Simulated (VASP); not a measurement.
Input of a VASP 6.6.1 run:

File INCAR:

```
SYSTEM = Ag
  ALGO = Normal
  DIPOL = 0.5 0.5 0.500
  EDIFF = 1E-7
  ENCUT = 520
  GGA = PE
  ICORELEVEL = 1
  IDIPOL = 3
  ISIF = 2
  ISMEAR = 1
  LASPH = .TRUE.
  LCHARG = .FALSE.
  LDIPOL = .TRUE.
  LREAL = .FALSE.
  LVACPOTAV = .TRUE.
  LVHAR = .TRUE.
  LWAVE = .FALSE.
  NBANDS = 24
  NELM = 80
  PREC = Accurate
  SIGMA = 0.1
```

KPOINTS

```
k-points
0
G
  15 15 1
  0 0 0
```

The input POSCAR:

```
Ag
1.0
    2.9314808700      0.0000000000      0.0000000000
   -1.4657404300      2.5387369000      0.0000000000
    0.0000000000      0.0000000000     19.7870882100
Ag
3
Direct
    0.6666666700      0.3333333300      0.3790350500
    0.3333333300      0.6666666700      0.5000000000
    0.0000000000      0.0000000000      0.6209649500
```

Potentials or basis: VASP PAW PBE potentials, release 64 (Ag).

The run is started by

```bash
$ cat potpaw_PBE.64/Ag/POTCAR > POTCAR
$ mpirun -np 1 vasp_std > vasp.out
```

Q: Predict the band gap on the k mesh.

A: None (metal or under the smearing width).

Q: Predict the work function of the lower face.

A: 4.42 eV.

Q: What does it give for the work function of the upper face?

A: 4.42 eV.

Q: Estimate the largest force.

A: 0.044 eV/Å.

Forces on the atoms (eV/Å):
```
Ag   0.000  0.000  0.044
Ag   0.000  0.000  0.000
Ag   0.000  0.000 -0.044
```
